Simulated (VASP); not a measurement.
# SiSnH6 in VASP: notebook

Runs on SiSnH6. Level: PBE. Tasks: single point, relaxation of the atoms.

Program: VASP 6.6.1. These are calculated values, not measurements. Logs are shortened: lines on timing, memory, paths and dates and some standing lists are left out, and cuts for length are marked.

## 1. The undisturbed molecule

The cell holds a molecule in a box, 8 atoms: a = 14.000 Å, b = 12.000 Å, c = 13.000 Å, α = 90.00°, β = 90.00°, γ = 90.00°.

## 2. Single point, PBE (atoms moved at random, drawn with an rms of 0.05 Å)

INCAR reads:

```
PREC     = Accurate       # precision mode
ENCUT    = 520            # plane-wave cutoff, eV
EDIFF    = 1E-6           # SCF threshold, eV
ISMEAR   = 0              # smearing method
SIGMA    = 0.01           # smearing width, eV
LREAL    = F              # projectors in reciprocal space
LASPH    = T              # aspherical terms in the spheres
NELM     = 60             # most SCF steps
ALGO     = Fast           # electronic algorithm
ISIF     = 2              # what is computed and relaxed
LWAVE    = F              # write WAVECAR
LCHARG   = F              # write CHGCAR
GGA      = PE             # functional
```

KPOINTS reads:

```
regular mesh
0
Gamma
  1 1 1
```

POSCAR reads:

```
SiSnH6
1.0
   14.0000000000      0.0000000000      0.0000000000
    0.0000000000     12.0000000000      0.0000000000
    0.0000000000      0.0000000000     13.0000000000
Si Sn H
1 1 6
Direct
    0.4472770000      0.5157960000      0.4151070000
    0.5357530000      0.4985630000      0.5805370000
    0.3448000000      0.5390930000      0.4337670000
    0.4600390000      0.4124350000      0.3464740000
    0.4885680000      0.6176900000      0.3514770000
    0.5275390000      0.6175020000      0.6572790000
    0.6549260000      0.4701240000      0.5651420000
    0.4897440000      0.3872470000      0.6523150000
```

Potentials or basis: VASP PAW PBE potentials, release 64 (Si, Sn_d, H).

Command:

```
$ cat potpaw_PBE.64/Si/POTCAR potpaw_PBE.64/Sn_d/POTCAR potpaw_PBE.64/H/POTCAR > POTCAR
$ mpirun -np 1 vasp_gam > vasp.out
```

OUTCAR:

```text
PREC = Accurate
   ENCUT = 520
   EDIFF = 1E-6
   ISMEAR = 0
   LREAL = F
   LASPH = T
   NELM = 60
   ISIF = 2
   GGA = PE

 ion  position               nearest neighbor table
   1  0.447  0.516  0.415-   3 1.48   4 1.54   5 1.59   2 2.49
   2  0.536  0.499  0.581-   7 1.71   6 1.75   8 1.75   1 2.49
   3  0.345  0.539  0.434-   1 1.48
   4  0.460  0.412  0.346-   1 1.54
   5  0.489  0.618  0.351-   1 1.59
   6  0.528  0.618  0.657-   2 1.75
   7  0.655  0.470  0.565-   2 1.71
   8  0.490  0.387  0.652-   2 1.75

  LATTYP: Found a simple orthorhombic cell.
 ALAT       =    12.0000000000
 B/A-ratio  =     1.0833333333
 C/A-ratio  =     1.1666666667

  Lattice vectors:

 A1 = (   0.0000000000,  12.0000000000,   0.0000000000)
 A2 = (   0.0000000000,   0.0000000000,  13.0000000000)
 A3 = (  14.0000000000,   0.0000000000,   0.0000000000)

Analysis of symmetry for initial positions (statically):
=====================================================================
 Subroutine PRICEL returns:
 Original cell was already a primitive cell.

 Routine SETGRP: Setting up the symmetry group for a
 simple orthorhombic supercell.

 Subroutine GETGRP returns: Found  1 space group operations
 (whereof  1 operations were pure point group operations)
 out of a pool of  8 trial point group operations.

The static configuration has the point symmetry C_1 .

Analysis of symmetry for dynamics (positions and initial velocities):
=====================================================================
 Subroutine PRICEL returns:
 Original cell was already a primitive cell.

 Routine SETGRP: Setting up the symmetry group for a
 simple orthorhombic supercell.

 Subroutine GETGRP returns: Found  1 space group operations
 (whereof  1 operations were pure point group operations)
 out of a pool of  8 trial point group operations.

The dynamic configuration has the point symmetry C_1 .

 Subroutine INISYM returns: Found  1 space group operations
 (whereof  1 operations are pure point group operations),
 and found     1 'primitive' translations

----------------------------------------------------------------------------------------

                                     Primitive cell

  volume of cell :    2184.0000

  direct lattice vectors                    reciprocal lattice vectors
    14.000000000  0.000000000  0.000000000     0.071428571  0.000000000  0.000000000
     0.000000000 12.000000000  0.000000000     0.000000000  0.083333333  0.000000000
     0.000000000  0.000000000 13.000000000     0.000000000  0.000000000  0.076923077

  length of vectors
    14.000000000 12.000000000 13.000000000     0.071428571  0.083333333  0.076923077

  position of ions in fractional coordinates (direct lattice)
     0.447277000  0.515796000  0.415107000
     0.535753000  0.498563000  0.580537000
     0.344800000  0.539093000  0.433767000
     0.460039000  0.412435000  0.346474000
     0.488568000  0.617690000  0.351477000
     0.527539000  0.617502000  0.657279000
     0.654926000  0.470124000  0.565142000
     0.489744000  0.387247000  0.652315000

  ion indices of the primitive-cell ions
   primitive index   ion index
                 1           1
                 2           2
                 3           3
                 4           4
                 5           5
                 6           6
                 7           7
                 8           8

----------------------------------------------------------------------------------------

 KPOINTS: regular mesh

Automatic generation of k-mesh.
 Grid dimensions read from file:
 generate k-points for:    1    1    1

 Generating k-lattice:

  Cartesian coordinates                     Fractional coordinates (reciprocal lattice)
     0.071428571  0.000000000  0.000000000     1.000000000  0.000000000  0.000000000
     0.000000000  0.083333333  0.000000000     0.000000000  1.000000000  0.000000000
     0.000000000  0.000000000  0.076923077     0.000000000  0.000000000  1.000000000

  Length of vectors
     0.071428571  0.083333333  0.076923077

  Shift w.r.t. Gamma in fractional coordinates (k-lattice)
     0.000000000  0.000000000  0.000000000

 Subroutine IBZKPT returns following result:
 ===========================================

 Found      1 irreducible k-points:

 Following reciprocal coordinates:
            Coordinates               Weight
  0.000000  0.000000  0.000000      1.000000
   k-points           NKPTS =      1   k-points in BZ     NKDIM =      1   number of bands    NBANDS=     17
   number of dos      NEDOS =    301   number of ions     NIONS =      8
   total plane-waves  NPLWV = 952560
   dimension x,y,z NGX =   108 NGY =   90 NGZ =   98
   dimension x,y,z NGXF=   216 NGYF=  180 NGZF=  196
   ions per type =               1   1   6
   NGX,Y,Z   is equivalent  to a cutoff of  12.82, 12.47, 12.53 a.u.
   NGXF,Y,Z  is equivalent  to a cutoff of  25.65, 24.94, 25.06 a.u.
 SYSTEM =  unknown system
   PREC   = accura    normal or accurate (medium, high low for compatibility)
   ISTART =      0    job   : 0-new  1-cont  2-samecut
   ICHARG =      2    charge: 1-file 2-atom 10-const
   ISPIN  =      1    spin polarized calculation?
   LNONCOLLINEAR =      F non collinear calculations
   LSORBIT =      F    spin-orbit coupling
   LASPH  =      T    aspherical Exc in radial PAW
   ENCUT  =  520.0 eV  38.22 Ry    6.18 a.u.  26.03 22.31 24.17*2*pi/ulx,y,z
   NELM   =     60;   NELMIN=  2; NELMDL= -5     # of ELM steps
   EDIFF  = 0.1E-05   stopping-criterion for ELM
   LREAL  =      F    real-space projection
   EDIFFG = 0.1E-04   stopping-criterion for IOM
   NSW    =      0    number of steps for IOM
   IBRION =     -1    ionic relax: 0-MD 1-quasi-New 2-CG
   NFREE  =      0    steps in history (QN), initial steepest desc. (CG)
   ISIF   =      2    stress and relaxation
   ISYM   =      2    0-nonsym 1-usesym 2-fastsym
   POTIM  = 0.5000    time-step for ionic-motion
   TEBEG  =    0.0;   TEEND  =   0.0 temperature during run
   PSTRESS=    0.0 pullay stress
   NELECT =      24.0000    total number of electrons
   NUPDOWN=      -1.0000    fix difference up-down
   EMIN   =  10.00;   EMAX   =-10.00  energy-range for DOS
   EFERMI =   0.00;   METHOD = LEGACY
   ISMEAR =     0;   SIGMA  =   0.01  broadening in eV -4-tet -1-fermi 0-gaus
   EFERMI_NEDOS =   21; number of points for ismear=-14 and -15
   IALGO  =     68    algorithm
   IMIX   =      4    mixing-type and parameters
     AMIX     =   0.40;   BMIX     =  1.00
     AMIX_MAG =   1.60;   BMIX_MAG =  1.00
  volume/ion in A,a.u.               =     273.00      1842.29
  Fermi-wavevector in a.u.,A,eV,Ry     =   0.363966  0.687796  1.802383  0.132471
  Thomas-Fermi vector in A             =   1.286425
   LORBIT       =      0    0 simple, 1 ext, 2 COOP (PROOUT), +10 PAW based schemes
   GGA     = PE    functional components
   LHFCALC =     F    Hartree Fock is set to
   AEXX    =    0.0000 exact exchange contribution
   IVDW    =     0    specifies the selected vdW correction
   LEPSILON=     F    determine dielectric tensor
   LRPA    =     F    only Hartree local field effects (RPA)
 non-spin polarized calculation
 RMM-DIIS sequential band-by-band and
 Gauss-broadening in eV      SIGMA  =   0.01
  energy-cutoff  :      520.00
  volume of cell :     2184.00
 maximum number of plane-waves:     29381
 NGX is ok and might be reduce to   108
   NGX = 53   NGY = 45   NGZ = 49

 number of electron      23.9999999 magnetization

 Free energy of the ion-electron system (eV)
  ---------------------------------------------------
  ext. energy  EPLUGINS =         0.00000000
  ---------------------------------------------------
  free energy    TOTEN  =       -28.20780718 eV

  energy without entropy =      -28.20780718  energy(sigma->0) =      -28.20780718

 E-fermi :  -6.7782     XC(G=0):  -0.7813

 val. band max:       -6.8695411706   @ k =   0.0000   0.0000   0.0000
 cond. band min:      -0.8222570782   @ k =   0.0000   0.0000   0.0000
 fundamental gap:      6.0472840924
 Fermi energy:        -6.7781809723

 k-point     1 :       0.0000    0.0000    0.0000
  band No.  band energies     occupation
      1     -25.3615      2.00000
      2     -25.3493      2.00000
      3     -25.3322      2.00000
      4     -25.2509      2.00000
      5     -25.2472      2.00000
      6     -13.5108      2.00000
      7     -11.8044      2.00000
      8      -8.5256      2.00000
      9      -8.2026      2.00000
     10      -7.5049      2.00000
     11      -7.3960      2.00000
     12      -6.8695      2.00000
     13      -0.8223      0.00000
     14      -0.6620      0.00000
     15      -0.6003      0.00000
     16      -0.5441      0.00000
     17       0.2854      0.00000

------------------------ aborting loop because EDIFF is reached ----------------------------------------

  FORCE on cell =-STRESS in cart. coord.  units (eV):
  Direction    XX          YY          ZZ          XY          YZ          ZX
  --------------------------------------------------------------------------------------
  -------------------------------------------------------------------------------------
  Total        0.4239431     -2.5261578      0.0501439     -0.6639705      0.0236234      1.2702867
  in kB        0.3110036     -1.8531835      0.0367854     -0.4870872      0.0173301      0.9318794
  external PRESSURE =      -0.5017981 kB  Pullay stress =       0.0000000 kB

 VOLUME and BASIS-vectors are now :
 -----------------------------------------------------------------------------
  energy-cutoff  :      520.00
  volume of cell :     2184.00
      direct lattice vectors                 reciprocal lattice vectors
    14.000000000  0.000000000  0.000000000     0.071428571  0.000000000  0.000000000
     0.000000000 12.000000000  0.000000000     0.000000000  0.083333333  0.000000000
     0.000000000  0.000000000 13.000000000     0.000000000  0.000000000  0.076923077

 POSITION                                       TOTAL-FORCE (eV/Angst)
 -----------------------------------------------------------------------------------
      6.26188      6.18955      5.39639         0.451331      0.632384     -1.793239
      7.50054      5.98276      7.54698         0.200522     -0.206101      1.110547
      4.82720      6.46912      5.63897        -0.204036     -0.058578      0.011843
      6.44055      4.94922      4.50416        -0.152477      0.502259      0.465373
      6.83995      7.41228      4.56920        -0.446459     -0.932395      0.650988
      7.38555      7.41002      8.54463        -0.017150     -0.227122     -0.210795
      9.16896      5.64149      7.34685         0.072985      0.017508     -0.074194
      6.85642      4.64696      8.48010         0.095284      0.272045     -0.160524
 -----------------------------------------------------------------------------------
    total drift:                               -0.000887      0.001149      0.000137

  FREE ENERGIE OF THE ION-ELECTRON SYSTEM (eV)
  ---------------------------------------------------
  free  energy   TOTEN  =       -28.2078071827 eV

  energy  without entropy=      -28.2078071827  energy(sigma->0) =      -28.20780718
```

Run time: 3.9 min. Hardware: 1 thread of Intel Xeon Platinum 8259CL at 2.50GHz (Skylake/Cascade Lake), shared host; peak memory 1.6 GiB.

Results:

```yaml
Free_energy: -28.2078 eV
Largest_force: 1.954 eV/Å
Gap_between_the_frontier_levels: 6.05 eV
```

Forces in eV/Å, atoms in the order of the input:
```
Si   0.451  0.632 -1.793
Sn   0.201 -0.206  1.111
H   -0.204 -0.059  0.012
H   -0.152  0.502  0.465
H   -0.446 -0.932  0.651
H   -0.017 -0.227 -0.211
H    0.073  0.018 -0.074
H    0.095  0.272 -0.161
```

Levels at points of the mesh, in eV from the valence-band top:
| k point | band 9 | band 10 | band 11 | band 12 | band 13 | band 14 | band 15 | band 16 |
| --- | --- | --- | --- | --- | --- | --- | --- | --- |
| (0.00, 0.00, 0.00) | -1.33 | -0.64 | -0.53 | 0.00 | 6.05 | 6.21 | 6.27 | 6.33 |

Caveat: spin-orbit coupling is left out, which moves the levels of the heavy elements.

## 3. Relaxation of the atoms, PBE (atoms moved at random, drawn with an rms of 0.02 Å)

INCAR reads:

```
PREC = Accurate
ENCUT = 520
EDIFF = 1E-7
ISMEAR = 0
SIGMA = 0.01
LREAL = F
LASPH = T
NELM = 80
ALGO = Fast
ISIF = 2
LWAVE = F
LCHARG = F
GGA = PE
IBRION = 2
NSW = 60
EDIFFG = -0.01
```

KPOINTS reads:

```
Automatic mesh
0
Gamma
  1 1 1
```

POSCAR reads:

```
SiSnH6
1.0
   14.0000000000      0.0000000000      0.0000000000
    0.0000000000     12.0000000000      0.0000000000
    0.0000000000      0.0000000000     13.0000000000
Si Sn H
1 1 6
Direct
    0.4487230000      0.5170450000      0.4116250000
    0.5360310000      0.4976340000      0.5837810000
    0.3457620000      0.5380030000      0.4299140000
    0.4609300000      0.4161380000      0.3491550000
    0.4881770000      0.6139610000      0.3542130000
    0.5273640000      0.6161740000      0.6556340000
    0.6563920000      0.4723740000      0.5636510000
    0.4909930000      0.3870860000      0.6525040000
```

Potentials or basis: VASP PAW PBE potentials, release 64 (Si, Sn_d, H).

Command:

```
$ cat potpaw_PBE.64/Si/POTCAR potpaw_PBE.64/Sn_d/POTCAR potpaw_PBE.64/H/POTCAR > POTCAR
$ mpirun -np 1 vasp_gam > vasp.out
```

It took 28 min on 1 thread of Intel Xeon Platinum 8259CL at 2.50GHz (Skylake/Cascade Lake), shared host; peak memory 1.8 GiB.

Results (log left out):

```
Free energy                     : -28.3379 eV
Energy gained by relaxing       : 1.6 meV/atom
Ionic steps                     : 16
Largest force after relaxing    : 0.005 eV/Å
Gap between the frontier levels : 5.85 eV
```

Forces in eV/Å, atoms in the order of the input:
```
Si   0.000  0.000 -0.002
Sn  -0.005  0.000  0.000
H   -0.001  0.002  0.002
H    0.000 -0.001 -0.003
H   -0.001  0.000 -0.002
H    0.001  0.002  0.002
H    0.004  0.000  0.002
H    0.001 -0.003  0.002
```

The path:
```tsv
step	energy change (eV)	largest force (eV/Å)	pressure (GPa)
1	0.0000	0.4474	0.03
2	-0.0069	0.3793	0.01
3	-0.0092	0.1642	0.02
4	-0.0109	0.0834	0.01
5	-0.0110	0.0964	0.00
6	-0.0116	0.0338	0.00
7	-0.0117	0.0544	0.00
8	-0.0120	0.0270	-0.01
9	-0.0121	0.0435	-0.01
10	-0.0124	0.0270	-0.01
11	-0.0125	0.0293	-0.01
12	-0.0125	0.0643	-0.01
13	-0.0125	0.0175	-0.01
14	-0.0126	0.0125	-0.01
15	-0.0126	0.0172	-0.01
16	-0.0126	0.0047	-0.01
```

Final structure:
```yaml
crystal:
  lattice:
    - [14.00000, 0.00000, 0.00000]
    - [0.00000, 12.00000, 0.00000]
    - [0.00000, 0.00000, 13.00000]
  atoms:
    - { symbol: Si, position: [0.44876, 0.51833, 0.41132] }
    - { symbol: Sn, position: [0.53731, 0.49689, 0.58401] }
    - { symbol: H, position: [0.34470, 0.53761, 0.42938] }
    - { symbol: H, position: [0.46029, 0.41528, 0.34809] }
    - { symbol: H, position: [0.48823, 0.61489, 0.35259] }
    - { symbol: H, position: [0.52683, 0.61590, 0.65698] }
    - { symbol: H, position: [0.65691, 0.47189, 0.56414] }
    - { symbol: H, position: [0.49134, 0.38762, 0.65397] }
```

Levels at points of the mesh, in eV from the valence-band top:
| k point | band 8 | band 9 | band 10 | band 11 | band 12 | band 13 | band 14 | band 15 | band 16 | band 17 |
| --- | --- | --- | --- | --- | --- | --- | --- | --- | --- | --- |
| (0.00, 0.00, 0.00) | -1.73 | -1.73 | -0.84 | -0.84 | 0.00 | 5.85 | 6.14 | 6.23 | 6.23 | 6.93 |

Caveat: spin-orbit coupling is left out, which moves the levels of the heavy elements.

## 4. The reference run

An earlier run on the cell as given: functional PBE; potentials or basis VASP PAW PBE potentials, release 64 (Si, Sn_d, H); cutoff 520 eV; k mesh 1 × 1 × 1; occupations gaussian, width 0.01 eV; no spin polarisation.

* Largest force: 0.173 eV/Å
* Gap between the frontier levels: 5.93 eV

## 5. The runs side by side

| task | cell | gap on the mesh (eV) | largest force (eV/Å) |
| --- | --- | --- | --- |
| single point | atoms moved at random, drawn with an rms of 0.05 Å | 6.05 | 1.95 |
| relaxation of the atoms | atoms relaxed from: atoms moved at random, drawn with an rms of 0.02 Å | 5.85 | - |
| single point | as given | 5.93 | 0.17 |

Alike in all rows: level PBE; potentials or basis VASP PAW PBE potentials, release 64 (Si, Sn_d, H); no spin polarisation; k mesh 1 × 1 × 1; cutoff (eV) 520; smearing gaussian 0.01 eV.

Caveats: spin-orbit coupling is left out, which moves the levels of the heavy elements.

Total energies depend on the potentials used, so only differences within one code and one set of settings carry meaning.
